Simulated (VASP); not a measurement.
These are PBEsol GGA, VASP's PBE PAW potentials (set 64) (plane waves; VASP) values and carry that method's errors.

A VASP calculation is set up with these files.

**INCAR**
```
SYSTEM = SnO2
PREC = Accurate
ENCUT = 520
EDIFF = 1E-7
NELM = 100
ALGO = Normal
LREAL = .FALSE.
LASPH = .TRUE.
ISMEAR = 0
SIGMA = 0.01
GGA = PS
LMAXMIX = 4
LWAVE = .FALSE.
LCHARG = .FALSE.
LOPTICS = .TRUE.
NBANDS = 93
NEDOS = 1001
CSHIFT = 0.1
```

### POSCAR
```
SnO2
1
    4.7707259028     0.0000000000     0.0000000000
    0.0000000000     4.7707259028     0.0000000000
    0.0000000000     0.0000000000     3.2195149142
Sn O
2 4
Direct
  0.0000000000   0.0000000000   0.0000000000
  0.5000000000   0.5000000000   0.5000000000
  0.3064011750   0.3064011750   0.0000000000
  0.1935988250   0.8064011750   0.5000000000
  0.6935988250   0.6935988250   0.0000000000
  0.8064011750   0.1935988250   0.5000000000
```

**KPOINTS**
```
Automatic mesh
0
Gamma
11 11 16
0 0 0
```

POTCAR, in this order: Sn_d O (PBE.64 set). Program: vasp_std.

Unless said otherwise, spin-orbit coupling is left out, though it shifts the bands of the heavy elements here.

Problem. What does the run give for the energy per atom (σ→0), band gap (on the k-mesh)?

Solution. 
| Quantity | Result |
|---|---|
| energy per atom (σ→0) | -6.612 eV/atom |
| band gap (on the k-mesh) | 0.88 eV |

### OSZICAR
```
...
DAV:   9    -0.396701299148E+02    0.86834E-02   -0.40980E-03 52508   0.670E-01    0.119E-01
DAV:  10    -0.396707490091E+02   -0.61909E-03   -0.37313E-03 42946   0.229E-01    0.535E-02
DAV:  11    -0.396707489706E+02    0.38450E-07   -0.10389E-04 46100   0.715E-02    0.278E-02
DAV:  12    -0.396707451841E+02    0.37865E-05   -0.13048E-05 41637   0.132E-02    0.135E-02
DAV:  13    -0.396707436149E+02    0.15692E-05   -0.22461E-06 43852   0.581E-03    0.270E-03
DAV:  14    -0.396707435323E+02    0.82607E-07   -0.13806E-07 39355   0.206E-03
   1 F= -.39670744E+02 E0= -.39670744E+02  d E =-.169098E-26
 imaginary and real dielectric function
```

The structure comes from a measured SnO2 entry (P4_2/mnm) of the Crystallography Open Database, whose conditions weren't checked. It was relaxed first.
